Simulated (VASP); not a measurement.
Input of a VASP 6.6.1 run:

INCAR

```
SYSTEM = TiPd
PREC = Accurate
ENCUT = 520
EDIFF = 1E-6
ISMEAR = 0
SIGMA = 0.15
LREAL = .False.
LASPH = .True.
NELM = 100
ALGO = Fast
ISIF = 2
LWAVE = .False.
LCHARG = .True.
LELF = .True.
LVHAR = .True.
NBANDS = 18
```

Contents of KPOINTS:

```
Automatic mesh
0
Gamma
  16 16 12
  0 0 0
```

POSCAR

```
TiPd
1.0
    2.9413709468      0.0000000000      0.0000000000
    0.0000000000      2.9413709468      0.0000000000
    0.0000000000      0.0000000000      3.8657642400
Ti Pd
1 1
Direct
    0.0000000000      0.0000000000      0.0000000000
    0.5000000000      0.5000000000      0.5000000000
```

Potentials or basis: VASP PAW LDA potentials, release 64 (Ti_sv, Pd).

Run with:

```bash
$ cat potpaw_LDA.64/Ti_sv/POTCAR potpaw_LDA.64/Pd/POTCAR > POTCAR
$ mpirun -np 1 vasp_std > vasp.out
```

Task: Estimate the pressure.

Result: -18.9 GPa.

Task: Predict the band gap on the k mesh.

Result: None (metal or under the smearing width).

Stress tensor (GPa, compression positive):
```
-19.47   0.00   0.00
  0.00 -19.47   0.00
  0.00   0.00 -17.88
```

Caveat: so large a pressure means that the cell lies far from this level's equilibrium, or that cutoff or potentials fall short.
